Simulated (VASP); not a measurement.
Given:

```
SrVO3
1.0
    3.89934     0.00000     0.00000
    0.00000     3.89934     0.00000
    0.00000     0.00000     3.89934
Sr V O
1 1 3
Direct
  0.00000   0.00000   0.00000
  0.50000   0.50000   0.50000
  0.50000   0.00000   0.50000
  0.00000   0.50000   0.50000
  0.50000   0.50000   0.00000
```

The numbers are results of RPBE GGA, VASP's PBE PAW potentials (set 64) (plane waves; VASP), not measurements. Settings: 520 eV cut-off, Gaussian smearing of 0.050 eV, potentials Sr_sv V_sv O.

Task: Give the energies of bands 12 to 23 at the high-symmetry points, in eV from the Fermi level.

Result: 
```csv
band,Γ,X,M,R
12,-5.06,-6.46,-6.75,-6.98
13,-5.06,-5.03,-6.55,-6.24
14,-5.06,-5.03,-6.25,-6.24
15,-3.11,-4.40,-4.84,-5.71
16,-3.11,-4.37,-4.84,-5.71
17,-3.11,-4.37,-4.03,-5.71
18,-2.37,-3.88,-3.52,-1.97
19,-2.37,-2.78,-3.52,-1.97
20,-2.37,-2.78,-2.06,-1.97
21,-0.91,-0.81,0.83,1.38
22,-0.91,0.85,0.83,1.38
23,-0.91,0.85,1.19,1.38
```

It has no gap at this level: it comes out as a metal or semimetal.

The compound is SrVO3 in the cubic perovskite structure. It was relaxed first. The run is not spin-polarised, so no magnetic state was tried. The electron count is odd and the run is not spin-polarised, which forces a metal.
